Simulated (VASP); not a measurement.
Input:

```xyz
4
Lattice="3.9951 0.0000 0.0000 0.0000 3.9951 0.0000 0.0000 0.0000 5.0388" Properties=species:S:1:pos:R:3 pbc="T T T"
Pb     1.9976     0.0000     3.8488
Pb     0.0000     1.9976     1.1900
O      1.9976     1.9976     0.0000
O      0.0000     0.0000     0.0000
```

Level of theory: MS2 meta-GGA, VASP's PBE PAW potentials (set 64) (plane waves; VASP). Run with 520 eV cut-off, 6×6×5 Γ-centred mesh, tetrahedra with Blöchl corrections, potentials Pb_d O.

The path is coarsely sampled, so an indirect gap can come out somewhat too large. Unless said otherwise, spin-orbit coupling is left out, though it shifts the bands of the heavy elements here.

Question: Tabulate the total density of states (states/eV per cell) against energy (eV; zero at the valence-band maximum or, without a gap, the Fermi level).

Answer: 
```json
[
 {"E (eV)": "-9.94", "DOS (states/eV)": "0.00"},
 {"E (eV)": "-9.37", "DOS (states/eV)": "0.00"},
 {"E (eV)": "-8.69", "DOS (states/eV)": "0.00"},
 {"E (eV)": "-8.11", "DOS (states/eV)": "2.00"},
 {"E (eV)": "-7.54", "DOS (states/eV)": "2.72"},
 {"E (eV)": "-6.97", "DOS (states/eV)": "1.13"},
 {"E (eV)": "-6.28", "DOS (states/eV)": "0.57"},
 {"E (eV)": "-5.71", "DOS (states/eV)": "0.27"},
 {"E (eV)": "-5.14", "DOS (states/eV)": "0.11"},
 {"E (eV)": "-4.45", "DOS (states/eV)": "2.10"},
 {"E (eV)": "-3.88", "DOS (states/eV)": "3.03"},
 {"E (eV)": "-3.31", "DOS (states/eV)": "1.73"},
 {"E (eV)": "-2.62", "DOS (states/eV)": "3.20"},
 {"E (eV)": "-2.05", "DOS (states/eV)": "3.63"},
 {"E (eV)": "-1.48", "DOS (states/eV)": "5.58"},
 {"E (eV)": "-0.91", "DOS (states/eV)": "1.87"},
 {"E (eV)": "-0.22", "DOS (states/eV)": "0.62"},
 {"E (eV)": "0.35", "DOS (states/eV)": "0.00"},
 {"E (eV)": "0.92", "DOS (states/eV)": "0.00"},
 {"E (eV)": "1.61", "DOS (states/eV)": "0.08"},
 {"E (eV)": "2.18", "DOS (states/eV)": "0.54"},
 {"E (eV)": "2.75", "DOS (states/eV)": "2.43"},
 {"E (eV)": "3.32", "DOS (states/eV)": "2.88"},
 {"E (eV)": "4.01", "DOS (states/eV)": "0.58"},
 {"E (eV)": "4.58", "DOS (states/eV)": "1.22"}
]
```
Within 2 eV below the valence-band maximum the largest weight inside VASP's projection spheres is O p.

The compound is PbO in the litharge structure. It was relaxed first.
